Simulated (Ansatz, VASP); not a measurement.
# ZrAlGe (ZrAlGe in the AlB2 type): VASP beside Ansatz

Wanted: the spread between two codes on one cell, functional and k mesh. The cell is generated by rule, not measured, and may not be a known phase. Of the first pair: The two relaxations start from unlike cells of this crystal (the structure described is Ansatz's start), so only their ends are compared.

Calculated with Ansatz 0.2.0; plane waves, with VASP 6.6.1 beside it; relaxation of cell and atoms at PBE and zone-centre phonons at PBE.

**1. Starting point**

It takes space group P-6m2 (No. 187, hexagonal). The conventional cell has a = 4.095 Å, b = 4.095 Å, c = 4.300 Å, α = 90.00°, β = 90.00°, γ = 120.00°. Nearest to Zr lie 6 Ge at 3.20 Å and 6 Al at 3.20 Å. Nearest to Al lie 3 Ge at 2.36 Å and 6 Zr at 3.20 Å. Ge has 3 Al at 2.36 Å and 6 Zr at 3.20 Å nearest. Farther neighbours are not listed.

Structure file:

```
Zr Al Ge
1.0
     4.09521    0.00000    0.00000
    -2.04760    3.54655    0.00000
     0.00000    0.00000    4.29997
Zr Al Ge
1 1 1
Direct
  0.00000 0.00000 0.00000
  0.33333 0.66667 0.50000
  0.66667 0.33333 0.50000
```

**2. VASP: relaxation of cell and atoms, PBE**

The relaxed volume is the usual yardstick between codes: in a stiff, nearly cubic crystal its relative difference is about their pressure difference at one cell divided by the bulk modulus.

Lines of VASP's logs that name or quote its potential files are left out, and so is its time.

File INCAR:

```
SYSTEM = ZrAlGe
PREC = Accurate
ENCUT = 500
EDIFF = 1E-07
NELM = 120
ISMEAR = 0
SIGMA = 0.1
LREAL = .FALSE.
ALGO = Normal
GGA = PE
NBANDS = 20
LASPH = .TRUE.
LORBIT = 11
LWAVE = .FALSE.
LCHARG = .FALSE.
ISIF = 3
IBRION = 2
NSW = 80
EDIFFG = -0.005
GGA_COMPAT = .FALSE.
NELMIN = 4
KPAR = 2
```

File POSCAR:

```
ZrAlGe
1.0
    4.2270253286     -0.0000031002      0.0000000000
   -2.1135100870      3.6607119948      0.0000000000
    0.0000000000      0.0000000000      3.5621621699
Zr Al Ge
1 1 1
Direct
    0.0000000000      0.0000000000      0.0000000000
    0.3333333333      0.6666666667      0.5000000000
    0.6666666667      0.3333333333      0.5000000000
```

File KPOINTS:

```
Automatic mesh
0
Gamma
9 9 8
0 0 0
```

The projector-augmented-wave data sets are Zr_sv, Al and Ge_d (PBE family, release 64).

Launch:

```sh
$ mpirun -np 2 vasp_std
```

Numbers of over 12 decimals in the logs are rounded to 6 here.

What it wrote:

```text
[banner, memory and clock lines left out]
running    2 mpi-ranks, on    1 nodes
 distrk:  each k-point on    1 cores,    2 groups
 distr:  one band on    1 cores,    1 groups

 POSCAR found type information on POSCAR ZrAlGe
 POSCAR found :  3 types and       3 ions
 LDA part: xc-table for (Slater+PW92), standard interpolation
 POSCAR, INCAR and KPOINTS ok, starting setup
 FFT: planning ... GRIDC
 FFT: planning ... GRID_SOFT
 FFT: planning ... GRID
 WAVECAR not read
 entering main loop
       N       E                     dE             d eps       ncg     rms          rms(c)
DAV:   1     0.250425725807E+03    0.25043E+03   -0.14259E+04  2808   0.279E+03
DAV:   2     0.102300772861E+02   -0.24020E+03   -0.23208E+03  2464   0.663E+02
DAV:   3    -0.172993701672E+02   -0.27529E+02   -0.26859E+02  2748   0.140E+02
DAV:   4    -0.188299199208E+02   -0.15305E+01   -0.15128E+01  4020   0.307E+01
DAV:   5    -0.188614265387E+02   -0.31507E-01   -0.31471E-01  2952   0.366E+00    0.115E+01
DAV:   6    -0.176932341497E+02    0.11682E+01   -0.35267E+00  3804   0.254E+01    0.380E+00
DAV:   7    -0.176718748174E+02    0.21359E-01   -0.26493E-01  3104   0.490E+00    0.187E+00
DAV:   8    -0.176608869228E+02    0.10988E-01   -0.29256E-02  3348   0.203E+00    0.219E-01
DAV:   9    -0.176603714357E+02    0.51549E-03   -0.36246E-03  3316   0.881E-01    0.111E-01
DAV:  10    -0.176603291052E+02    0.42330E-04   -0.32030E-04  3360   0.150E-01    0.498E-02
DAV:  11    -0.176603291020E+02    0.32369E-08   -0.58528E-05  3240   0.977E-02    0.112E-02
DAV:  12    -0.176603282926E+02    0.80936E-06   -0.44089E-06  2956   0.178E-02    0.583E-03
DAV:  13    -0.176603284545E+02   -0.16184E-06   -0.77061E-07  3012   0.648E-03    0.123E-03
DAV:  14    -0.176603283063E+02    0.14813E-06   -0.94969E-08  2000   0.301E-03    0.636E-04
DAV:  15    -0.176603283164E+02   -0.10010E-07   -0.17457E-08  1612   0.158E-03
   1 F= -.17660328E+02 E0= -.17653745E+02  d E =-.176603E+02
 curvature:   0.00 expect dE= 0.000E+00 dE for cont linesearch  0.000E+00
 trial: gam= 0.00000 g(F)=  0.164E-44 g(S)=  0.132E-04 ort = 0.000E+00 (trialstep = 0.100E+01)
 search vector abs. value=  0.132E-04
 bond charge predicted
       N       E                     dE             d eps       ncg     rms          rms(c)
DAV:   1    -0.176604483462E+02   -0.12004E-03   -0.25777E-03  3248   0.655E-01    0.782E-02
DAV:   2    -0.176603556868E+02    0.92659E-04   -0.24534E-04  3180   0.181E-01    0.304E-02
DAV:   3    -0.176603365767E+02    0.19110E-04   -0.39740E-05  4056   0.750E-02    0.129E-02
DAV:   4    -0.176603329986E+02    0.35780E-05   -0.45579E-06  3796   0.140E-02    0.696E-03
DAV:   5    -0.176603317213E+02    0.12773E-05   -0.82082E-07  3912   0.766E-03    0.188E-03
DAV:   6    -0.176603314233E+02    0.29805E-06   -0.48650E-08  1576   0.259E-03    0.358E-04
DAV:   7    -0.176603314128E+02    0.10484E-07   -0.12488E-08  1392   0.117E-03
   2 F= -.17660331E+02 E0= -.17653770E+02  d E =-.309644E-05
 trial-energy change:   -0.000003  1 .order   -0.000004   -0.000013    0.000006
 step:   0.6517(harm=  0.7030)  dis= 0.00000  next Energy=   -17.660332 (dE=-0.410E-05)
 reached required accuracy - stopping structural energy minimisation
```

Parts of OUTCAR (step 2):

```text
ion  position               nearest neighbor table
   1  0.000  0.000  0.000-   2 3.02   2 3.02   3 3.02   3 3.02   3 3.02   3 3.02   2 3.02   2 3.02
                             2 3.02   3 3.02   2 3.02   3 3.02
   2  0.333  0.667  0.500-   3 2.44   3 2.44   3 2.44   1 3.02   1 3.02   1 3.02   1 3.02   1 3.02
                             1 3.02
   3  0.667  0.333  0.500-   2 2.44   2 2.44   2 2.44   1 3.02   1 3.02   1 3.02   1 3.02   1 3.02
                             1 3.02

  LATTYP: Found a hexagonal cell.
 ALAT       =     4.2270253286
 C/A-ratio  =     0.8427113379

 Subroutine GETGRP returns: Found 12 space group operations
 (whereof 12 operations were pure point group operations)

The static configuration has the point symmetry D_3h.

 Found     60 irreducible k-points:

   k-points           NKPTS =     60   k-points in BZ     NKDIM =     60   number of bands    NBANDS=     20

   dimension x,y,z NGX =    32 NGY =   32 NGZ =   28
   dimension x,y,z NGXF=    64 NGYF=   64 NGZF=   56

   ENCUT  =  500.0 eV  36.75 Ry    6.06 a.u.   7.71  7.71  6.49*2*pi/ulx,y,z

   NELECT =      29.0000    total number of electrons

 k-points in reciprocal lattice and weights: Automatic mesh
   0.00000000  0.00000000  0.00000000       0.002
   0.11111111 -0.00000000  0.00000000       0.009
   0.22222222 -0.00000000  0.00000000       0.009
   0.33333333 -0.00000000  0.00000000       0.009
   0.44444444 -0.00000000  0.00000000       0.009
   0.11111111  0.11111111  0.00000000       0.009
   0.22222222  0.11111111  0.00000000       0.019
   0.33333333  0.11111111  0.00000000       0.019
   0.44444444  0.11111111  0.00000000       0.009
[...]
0.33333333  0.22222222  0.50000000       0.019
   0.33333333  0.33333333  0.50000000       0.003

 average (electrostatic) potential at core
       1 -75.3731       2 -71.6807       3 -70.4508

 E-fermi :   9.1518

 k-point     1 :       0.0000    0.0000    0.0000
  band No.  band energies     occupation
    ...
     11       5.5848      2.00000
     12       5.5848      2.00000
     13       7.1775      2.00000
     14       7.9307      2.00000
     15       8.9874      1.97998
     16      10.3822      0.00000
     17      10.3822      0.00000
     18      10.4007      0.00000
     19      10.4007      0.00000
     20      13.0601      0.00000

 k-point     2 :       0.1111   -0.0000    0.0000
  band No.  band energies     occupation
    ...
     11       4.7958      2.00000
     12       5.6030      2.00000
     13       7.1412      2.00000
     14       8.7060      2.00000
     15       8.7864      2.00000
     16      10.0779      0.00000
     17      10.2517      0.00000
     18      10.3544      0.00000
     19      10.8219      0.00000
     20      13.2269      0.00000

 k-point     3 :       0.2222   -0.0000    0.0000
  band No.  band energies     occupation
    ...
     10      -2.2557      2.00000
     11       3.5393      2.00000
     12       5.6433      2.00000
     13       6.8947      2.00000
     14       8.2828      2.00000
     15       9.4014      0.00042
     16      10.0503      0.00000
     17      10.2423      0.00000
     18      10.7382      0.00000
     19      11.5764      0.00000
    ...

  Total       -0.0095676     -0.0095676     -0.0147822      0.0000000      0.0000000      0.0000000
  in kB       -0.2779324     -0.2779323     -0.4294098      0.0000000      0.0000000      0.0000000
  external PRESSURE =      -0.3284248 kB  Pullay stress =       0.0000000 kB

  energy-cutoff  :      500.00
  volume of cell :       55.15
      direct lattice vectors                 reciprocal lattice vectors
     4.228394753 -0.000003101 -0.000000000     0.236496468  0.136541108  0.000000000
    -2.114194798  3.661897951  0.000000000     0.000000200  0.273082548  0.000000000
     0.000000000 -0.000000000  3.562009039    -0.000000000 -0.000000000  0.280740444

 POSITION                                       TOTAL-FORCE (eV/Angst)
 -----------------------------------------------------------------------------------
      4.22839     -0.00000     -0.00000         0.000000      0.000000      0.000000
      0.00000      2.44126      1.78100        -0.000000      0.000000      0.000000
      2.11420      1.22063      1.78100         0.000000     -0.000000      0.000000
 -----------------------------------------------------------------------------------
    total drift:                                0.000000      0.000002      0.000000

  FREE ENERGIE OF THE ION-ELECTRON SYSTEM (eV)
  ---------------------------------------------------
  free  energy   TOTEN  =       -17.6603314128 eV

  energy  without entropy=      -17.6472080160  energy(sigma->0) =      -17.65376971

 reached required accuracy - stopping structural energy minimisation

 total charge
# of ion       s       p       d       tot
------------------------------------------
    1        2.131   5.950   1.688   9.768
    2        0.409   0.419   0.000   0.828
    3        1.113   1.338  10.045  12.496
--------------------------------------------------
tot          3.653   7.706  11.733  23.091

[... 3 further parts left out ...]
```

CONTCAR:

```
ZrAlGe
   1.00000000000000
     4.2283947531317896   -0.0000031012446017   -0.0000000000000000
    -2.1141947984657734    3.6618979509075951    0.0000000000000000
     0.0000000000000000   -0.0000000000000000    3.5620090392135100
  Zr              Al              Ge
     1     1     1
Direct
     1.0000000000000000    0.0000000000000000    0.0000000000000000
     0.3333333332999970    0.6666666667000030    0.5000000000000000
     0.6666666667000030    0.3333333332999970    0.5000000000000000
```

**3. Ansatz: relaxation of cell and atoms, PBE**

Ansatz runs on its PAW soft_1 files.

Its own start cell and the same functional, mesh and smearing now go to Ansatz, which takes its cutoff from its data sets.

File input.yaml:

```yaml
crystal:
  lattice:
    - [4.09521, 0.0, 0.0]
    - [-2.0476, 3.54655, 0.0]
    - [0.0, 0.0, 4.29997]
  atoms:
    - { symbol: Zr, position: [0.0, 0.0, 0.0] }
    - { symbol: Al, position: [0.33333333, 0.66666667, 0.5] }
    - { symbol: Ge, position: [0.66666667, 0.33333333, 0.5] }
kpoints:
  mp_grid: { grid: [9, 9, 8] }
hamiltonian:
  xc: pbe
  pseudopotentials: { kind: paw, azcp: { folder: soft_1 } }
scf:
  occupations: { method: gaussian, width: 0.1 }
output:
  forces: true
  stress: true
  eigenvalues: true
relax:
  adjacent_minimum: "off"
  f_tol: 0.005
  max_steps: 80
  cell: { stress_tol: 0.05 }
```

Launch:

```sh
$ ansatz run input.yaml --threads 4 --pin off --max-ram 12288MiB --backend cpu --events-out ev --progress --plain --runs-dir out
```

What it wrote:

```text
Engine: ansatz 0.2.0, x86_64-unknown-linux-gnu
Pseudopotentials: kind: paw
Pseudopotential: Zr, paw, valence charge 12, recommended cutoff 420 eV (normal), soft_1/Zr.paw.azcp
Pseudopotential: Al, paw, valence charge 3, recommended cutoff 420 eV (normal), soft_1/Al.paw.azcp
Pseudopotential: Ge, paw, valence charge 14, recommended cutoff 420 eV (normal), soft_1/Ge.paw.azcp
Functional definition: PBE
  parameter kappa = 0.804
  parameter beta = 0.066725
  exchange = pbe_x(kappa = kappa, mu = beta*pi^2/3)
  correlation = pbe_c(beta = beta)
Crystal: 3 atoms, lattice volume = 62.452 Å³
Basis set: ecut = 420 eV, 1203 PW (Γ), exchange–correlation on 60×60×60 points (8 copies of the dense FFT grid, shifted against one another)
Bands: 19, of which v1, the nominal top of the filled ones, is band 15 counted from 1 (14 counted from 0)
Symmetry: 12 space group operations
Space group: P-6m2 (ITA 187), of the structure as read, at distance tolerance 4.0e-5 Å
k-points: 60 of 648 (time reversal used)
Non-local potential: Zr, projectors of the file, l = 0: 3, l = 1: 2, l = 2: 2, l = 3: 1
Non-local potential: Al, projectors of the file, l = 0: 2, l = 1: 2, l = 2: 1
Non-local potential: Ge, projectors of the file, l = 0: 2, l = 1: 2, l = 2: 3, l = 3: 1
PAW form: soft (Blöchl's): semilocal exchange-correlation on the pseudo side does not see the compensation charge
PAW one-centre angular grid: Zr, 590 points (default); XC on 64 Gauss nodes
PAW one-centre angular grid: Al, 110 points (default); XC on 64 Gauss nodes
PAW one-centre angular grid: Ge, 590 points (default); XC on 64 Gauss nodes
Initial density: superposition of atomic densities (chi_scale 0.1, normalization cell, long waves kept (reshape's long-wave potential 0.00 eV rms))
Initial wavefunctions: pseudopotential atomic-orbital guess
Functional: x = pbe(κ = 0.804, μ = 0.219515), c = pbe(β = 0.066725)
SCF iter   1: F=—  HF=-9016.819295 eV  |F-HF|=—  |Δ(HF+E_count)|=         —  Δρ=3.24e-2  dr2=7.16e-1  ethr=3.10e-3  ⟨swp⟩=5.5  Hψ=5436  notcnv=0
preconditioner: auto → Kerker (q_TF=auto, 2.401 Å⁻¹)  [metal: Δε(μ)=0.024 eV  Ē_g=5.880 eV  σ=0.100 eV  W_gap=0.14  n_scr=20 (ndim 8)  ℏωp=15.6 eV  f_vac=0.000  D(μ)=2.75/eV (n_scr^D=20)]
SCF iter   2: F=—  HF=-9016.645578 eV  |F-HF|=—  |Δ(HF+E_count)|=   1.74e-1  Δρ=1.81e-2  dr2=1.80e-1  ethr=2.47e-3  ⟨swp⟩=2.0  Hψ=2508  notcnv=0  defer=9
SCF iter   3: F=—  HF=-9016.603724 eV  |F-HF|=—  |Δ(HF+E_count)|=   4.19e-2  Δρ=7.29e-3  dr2=3.24e-2  ethr=6.22e-4  ⟨swp⟩=2.0  Hψ=2007  notcnv=0  defer=9
SCF iter   4: F=—  HF=-9016.595004 eV  |F-HF|=—  |Δ(HF+E_count)|=   8.72e-3  Δρ=1.72e-3  dr2=1.80e-3  ethr=1.12e-4  ⟨swp⟩=2.0  Hψ=2010  notcnv=0  defer=9
SCF iter   5: F=—  HF=-9016.594846 eV  |F-HF|=—  |Δ(HF+E_count)|=   1.58e-4  Δρ=3.83e-4  dr2=1.18e-4  ethr=6.20e-6  ⟨swp⟩=2.0  Hψ=1394  notcnv=0  defer=9
SCF iter   6: F=—  HF=-9016.594813 eV  |F-HF|=—  |Δ(HF+E_count)|=   3.30e-5  Δρ=9.98e-5  dr2=9.59e-6  ethr=4.05e-7  ⟨swp⟩=2.0  Hψ=1765  notcnv=0  defer=9
SCF iter   7: F=—  HF=-9016.594825 eV  |F-HF|=—  |Δ(HF+E_count)|=   1.18e-5  Δρ=3.22e-5  dr2=1.21e-6  ethr=3.31e-8  ⟨swp⟩=2.0  Hψ=1769  notcnv=0  defer=9
SCF iter   8: F=-9016.594825 eV  HF=-9016.594825 eV  |F-HF|=6.02e-8  |Δ(HF+E_count)|=   2.79e-7  Δρ=8.53e-6  dr2=8.09e-8  ethr=3.45e-10  ⟨swp⟩=3.4  Hψ=4694  notcnv=0
SCF 1 converged in 8 iterations: F = -9016.594825 eV  dr2 = 8.09e-8
  greatest PAW one-centre occupation: 0.998 electrons in one spin orbital (limit 2), on the Ge atom at site 2 (counted from 0), in its partial waves of l = 2
relax step   1: F+E_penalty+E_count = -9016.59482465 eV  Δ(F+E_penalty+E_count) = +0.000e0 eV  max|allowed force component| = 2.497e-17 eV/Å  Δτ_max = 0.0000 Å  P = -5.617 GPa  Ω = 62.452 Å³  (8 SCF iters, dr2 threshold 1.00e-7 eV, accepted)
[...]
relax step   5: F+E_penalty+E_count = -9017.23324186 eV  Δ(F+E_penalty+E_count) = -1.573e-2 eV  max|allowed force component| = 2.352e-17 eV/Å  Δτ_max = 0.0000 Å  P = +0.304 GPa  Ω = 54.991 Å³  energy of the carried Pulay correction = +1.207e-3 eV  (6 SCF iters, dr2 threshold 3.00e-7 eV, accepted)
[...]
relax step   6: F+E_penalty+E_count = -9017.23345087 eV  Δ(F+E_penalty+E_count) = -2.090e-4 eV  max|allowed force component| = 3.739e-17 eV/Å  Δτ_max = 0.0000 Å  P = -0.101 GPa  Ω = 55.185 Å³  energy of the carried Pulay correction = +1.176e-3 eV  (6 SCF iters, dr2 threshold 3.00e-7 eV, accepted)
[...]
relax step   7: F+E_penalty+E_count = -9017.23347823 eV  Δ(F+E_penalty+E_count) = -2.736e-5 eV  max|allowed force component| = 2.429e-17 eV/Å  Δτ_max = 0.0000 Å  P = +0.001 GPa  Ω = 55.131 Å³  energy of the carried Pulay correction = +1.185e-3 eV  (6 SCF iters, dr2 threshold 3.46e-8 eV, accepted)
[...]
relax step   8: F+E_penalty+E_count = -9017.23333771 eV  Δ(F+E_penalty+E_count) = +1.405e-4 eV  max|allowed force component| = 2.486e-17 eV/Å  Δτ_max = 0.0000 Å  P = +0.001 GPa  Ω = 55.131 Å³  stress off target by 2.03e-2 GPa  SCF on the basis re-selected at this cell (its energy is not comparable with the rows above)  (6 SCF iters)
basis re-selected at this cell: Δ(F+E_penalty+E_count) = +1.405e-4 eV, ΔP = -0.000 GPa vs the last step (what re-selecting the basis moved, of the pressure what is left beyond the Pulay correction that the steps carried, after the strain that the cell walked since its last selection, with what the two solves' SCF thresholds leave and, on support functions, any second-order correction that the steps lacked; it is no measure of the basis error at this ecutwfc). The dense FFT grid was sized anew with the basis: this SCF ran on 30×30×24 points, the steps before it on 30×30×30, so part of this shift can come from that change (see relax.cell in the input reference). [rest of the remark cut]
SCF converged after 6 iterations
Free energy (F): -9017.233338 eV
Harris-Foulkes:  -9017.233338 eV  (|F-HF|=0.00e0)
Internal energy: -9017.220201 eV  (E = F + TS)
E sigma→0 (E₀):  -9017.226769 eV
Entropy (-TS):   -0.013137 eV (-4.379 meV/atom)
Fermi energy:    12.680658 eV
--- Per-component energies (eV) ---
  E_band       = -198.077526
  E_kinetic    = 433.546817
  E_local      = -2834.663796  (includes V_loc(G=0)·N_el)
  E_nonlocal   = 303.457445
  E_hartree    = 1284.578574
  E_xc         = -265.289157
  E_vxc        = -278.863067  (∫ρ·V_xc dr)
  E_paw        = -5447.582757  (= ΣΔE_a)
  E_vpaw       = -390.712064  (= ΣTr[D̂ρ^β])
  E_aug_tail   = -0.000013  (compensation charges beyond the density's cutoff)
  E_ewald      = -2491.267313
  E_smearing   = -0.013137  (= −TS)
  E_closure    = -0.000000  (closes the sum)
  Σ components = -9017.233338   (vs F -9017.233338, Δ=0.00e0)
--- Forces (eV/Å), atoms counted from 1 ---
  atom   1  Zr     0.00000000     0.00000000     0.00000000
  atom   2  Al    -0.00000000     0.00000000    -0.00000000
  atom   3  Ge     0.00000000    -0.00000000     0.00000000
  max |Σ_I F_I| component: 4.63e-18 eV/Å
--- Stress (GPa, compression-positive) ---
        0.011053       0.000000       0.000000
        0.000000       0.011053      -0.000000
        0.000000      -0.000000      -0.020265
  P = ⅓ Tr σ = 0.0006 GPa (0.006 kbar)
--- Band table (eV; the first three rows and the last of 60) ---
  k-point 0: bands = [... 11 lower, 9.1134, 10.7052, 11.4594, 12.5262, 13.9078, 13.9078, 13.9305, 13.9305]
  k-point 1: bands = [... 11 lower, 9.2644, 10.0154, 11.6345, 12.6182, 12.6182, 12.6938, 15.2323, 15.2323]
  k-point 2: bands = [... 11 lower, 9.6927, 9.6927, 11.6588, 11.6588, 12.2618, 13.4607, 14.5225, 14.5225]
  k-point 59: bands = [... 11 lower, 8.5608, 8.8870, 9.8474, 13.1074, 13.6956, 14.9774, 15.2678, 15.3391]
--- Relaxed structure (7 steps of the walk, 7 accepted, 1 SCFs on fresh bases) ---
  F+E_penalty+E_count = -9017.23333771 eV   max|allowed force component| = 2.486e-17 eV/Å   (the final SCF, on the basis selected at the relaxed cell)
  cell:  # Å, volume = 55.1307 Å³
    - [4.228351, -2.9806063995612757e-6, 0.0]
    - [-2.114173, 3.661861, 0.0]
    - [0.0, 0.0, 3.560580]
  atoms:
    - { symbol: Zr, position: [0, 0, 0.0] }
    - { symbol: Al, position: [0.333333, 0.666667, 0.500000] }
    - { symbol: Ge, position: [0.666667, 0.333333, 0.500000] }
```

Reading the cycles: dr2 is the Hartree energy of the density residual (eV), the measure of convergence; HF is the Harris–Foulkes estimate of the energy, which meets the free energy F at convergence.

**4. Side by side**

Known differences besides the potentials themselves: the cutoff is 420 eV in Ansatz and 500 eV in VASP; Ansatz adds a Pulay correction to the stress that steers its cell, VASP none. Total energies have different zeros and are not compared.

Both answers:

| quantity | Ansatz | VASP | difference |
| --- | --- | --- | --- |
| volume (Å³) | 55.13 | 55.15 | -0.04 % |
| edge a after relaxation, in the typed setting (Å) | 4.228 | 4.228 | +0.00 % |
| edge c after relaxation, in the typed setting (Å) | 3.561 | 3.562 | -0.04 % |

(Continued in part 2 of 2.)

[Lines on the potential files, build, host, timing and source positions are cut from VASP's logs without a mark.]

[Logs are printed without paths, hosts, clocks, repeated set-up lines and the standing remarks that a program may print on its own settings, such as how far it seeks lower states.]

[Hosts, paths, dates, database ids (printed as entryN), source tags and the programs' standing remarks are cut or masked in the printed files.]
